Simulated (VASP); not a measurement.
Sn2Bi2O:

```
Sn Bi O
1.0
    -2.43800    2.43800    5.32400
     2.43800   -2.43800    5.32400
     2.43800    2.43800   -5.32400
Sn Bi O
2 2 1
Direct
  0.76465 0.76465 0.00000
  0.23535 0.23535 0.00000
  0.50000 0.00000 0.50000
  0.00000 0.50000 0.50000
  0.50000 0.50000 0.00000
```

The cell was built by a generator and needn't be a form met in nature.

```yaml
Program: VASP 6.6.1
Task: relaxation of cell and atoms
Functional: PBE
Potentials_or_basis: VASP PAW PBE potentials, release 64 (Sn_d, Bi_d, O)
Cutoff: 520 eV
k_mesh: 8 × 8 × 8
Occupations: gaussian, width 0.1 eV
Spin: no spin polarisation
```

At the start: pressure -0.3 GPa; volume 25.32 Å³/atom.

**Question.** How do energy, volume and symmetry change on relaxing?

**Answer.** Over 11 steps the energy falls by 15.5 meV/atom and the volume is 24.82 Å³/atom (-2.0 %); space group I4/mmm (No. 139, to 0.05 Å).

The path:
| step | energy change (eV) | largest force (eV/Å) | pressure (GPa) | volume (Å³) |
| --- | --- | --- | --- | --- |
| 1 | 0.0000 | 0.2311 | -0.29 | 126.58 |
| 2 | -0.0301 | 0.1922 | -0.15 | 125.74 |
| 3 | -0.0715 | 0.0894 | 0.46 | 123.49 |
| 4 | -0.0729 | 0.0644 | 0.69 | 122.89 |
| 5 | -0.0726 | 0.0248 | -0.77 | 125.64 |
| 6 | -0.0763 | 0.0446 | -0.05 | 124.22 |
| 7 | -0.0763 | 0.0458 | -0.01 | 124.19 |
| 8 | -0.0766 | 0.0384 | -0.01 | 124.18 |
| 9 | -0.0772 | 0.0191 | 0.00 | 124.13 |
| 10 | -0.0772 | 0.0202 | 0.04 | 124.03 |
| 11 | -0.0774 | 0.0010 | 0.04 | 124.08 |

Final structure:
```
Sn Bi O
1.0
    -2.49204    2.49204    4.99486
     2.49204   -2.49204    4.99486
     2.49204    2.49204   -4.99486
Sn Bi O
2 2 1
Cartesian
  0.0000 0.0000 7.7108
  0.0000 0.0000 2.2789
  0.0000 2.4920 0.0000
  2.4920 0.0000 0.0000
  0.0000 0.0000 4.9949
```
